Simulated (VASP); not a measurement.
Be3Se2O:

```
CELL_PARAMETERS angstrom
2.88369 -5.02328 0.00000
2.88369 5.02328 0.00000
-1.99277 0.00000 3.08395
ATOMIC_POSITIONS crystal
Be 0.36477 0.09443 0.25994
Be 0.09443 0.36477 0.25994
Be 0.78127 0.78127 0.11070
Se 0.34136 0.67428 0.00693
Se 0.67428 0.34136 0.00693
O 0.06043 0.06043 0.15773
```

The cell was built by a generator and needn't be a form met in nature.

Base run:

```yaml
Program: VASP 6.6.1
Functional: HSE06
Potentials_or_basis: VASP PAW PBE potentials, release 64 (Be, Se, O)
Cutoff: 520 eV
k_mesh: 4 × 4 × 6
Occupations: gaussian, width 0.02 eV
Spin: no spin polarisation
```

Its results: band gap on the k mesh 3.73 eV, direct; pressure -2.1 GPa.

**Question.** The run is repeated on the same cell with these changes: functional from HSE06 to PBE; further incar settings from ALGO = Normal; EDIFF = 1e-05 to ALGO = Normal; EDIFF = 1e-06. What comes out?

**Answer.** Band gap on the k mesh 2.82 eV, direct; pressure 0.0 GPa.

Caveats: the PAW data sets were made with another functional, which shifts forces and pressure a little (some runs).

A k mesh can miss the band edges.

Not every run made on this cell is shown here.
